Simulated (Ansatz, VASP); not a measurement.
**Two plane-wave programs on SnI2**

File INCAR:

```
SYSTEM = SnI2
PREC = Accurate
ENCUT = 520
EDIFF = 1E-6
ISMEAR = 0
SIGMA = 0.05
LREAL = .FALSE.
LASPH = .TRUE.
NELM = 100
ALGO = Normal
ISIF = 2
LWAVE = .FALSE.
LCHARG = .FALSE.
GGA = CA
NBANDS = 21
```

Contents of KPOINTS:

```
regular mesh
0
G
  4 4 4
  0 0 0
```

Contents of POSCAR:

```
SnI2
1.0
    0.0000000000      3.8058929745      3.8058929745
    3.8058929745      0.0000000000      3.8058929745
    3.8058929745      3.8058929745      0.0000000000
Sn I
1 2
Direct
    0.0000000000      0.0000000000      0.0000000000
    0.2500000000      0.2500000000      0.2500000000
    0.7500000000      0.7500000000      0.7500000000
```

Input for Ansatz:

```yaml
crystal:
  lattice:
    - [0.0, 3.8058929745, 3.8058929745]
    - [3.8058929745, 0.0, 3.8058929745]
    - [3.8058929745, 3.8058929745, 0.0]
  atoms:
    - { symbol: Sn, position: [0.0, 0.0, 0.0] }
    - { symbol: I, position: [0.25, 0.25, 0.25] }
    - { symbol: I, position: [0.75, 0.75, 0.75] }
basis:
  ecutwfc: 420
kpoints:
  mp_grid: { grid: [4, 4, 4] }
hamiltonian:
  xc: lda
scf:
  occupations: { method: gaussian, width: 0.05 }
output:
  forces: true
  stress: true
  eigenvalues: true
```

The cell comes from a database or a generator and needn't be the stable form of this composition.

Alike in both runs: task single point; functional LDA; k mesh 4 × 4 × 4; occupations gaussian, width 0.05 eV; no spin polarisation.

|  | VASP | Ansatz |
| --- | --- | --- |
| version | VASP 6.6.1 | Ansatz 0.2.0 |
| potentials or method | VASP PAW LDA potentials, release 64 (Sn_d, I) | scalar-relativistic, plane waves, PAW |
| plane-wave cutoff (eV) | 520 | 420 |
| valence electrons in the cell | 28 | 48 |

|  | VASP | Ansatz | Ansatz less VASP |
| --- | --- | --- | --- |
| gap on the k mesh at the Fermi level (eV) | 1.22 | 1.22 | +0.002 |
| least direct gap on the mesh (eV) | 1.67 | 1.67 | -0.006 |
| pressure (GPa) | 0.0 | -0.1 | -0.02 |

The two sets of potentials don't hold the same shells in valence.

Caveats: spin-orbit coupling is left out, which moves the levels of the heavy elements. A k mesh can miss the band edges. Expect the measured gap to be larger: semilocal functionals such as LDA lack the derivative discontinuity.
